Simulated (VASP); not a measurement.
MnAs:

```
Mn As
1.0
     3.71720    0.00000    0.00000
    -1.85860    3.21919    0.00000
     0.00000    0.00000    5.70440
Mn As
2 2
Direct
  0.00000 0.00000 0.00000
  0.00000 0.00000 0.50000
  0.33333 0.66667 0.25000
  0.66667 0.33333 0.75000
```

Base run:

- Program: VASP 6.6.1
- Functional: PBEsol
- Potentials or basis: VASP PAW PBE potentials, release 64 (Mn_pv, As)
- Cutoff: 520 eV
- k mesh: 14 × 14 × 8
- Occupations: gaussian, width 0.05 eV
- Spin: collinear spin, typed start
- Starting moments: [3.5, -3.5, 0.0, 0.0] μB

Its results: band gap on the k mesh none (metal or under the smearing width); pressure -10.8 GPa.

**Question.** The run is repeated on the same cell with these changes: spin from collinear spin, typed start to no spin polarisation; further incar settings from ALGO = Normal; EDIFF = 1e-07; NBANDS = 30 to ALGO = Fast; EDIFF = 1e-07; NBANDS = 26. What comes out?

**Answer.** Band gap on the k mesh none (metal or under the smearing width); pressure -24.6 GPa.

Caveats: the PAW data sets were made with another functional, which shifts forces and pressure a little (some runs); so large a pressure means that the cell lies far from this level's equilibrium, or that cutoff or potentials fall short (some runs); the potentials were made for another functional, which shifts forces and pressure (some runs).
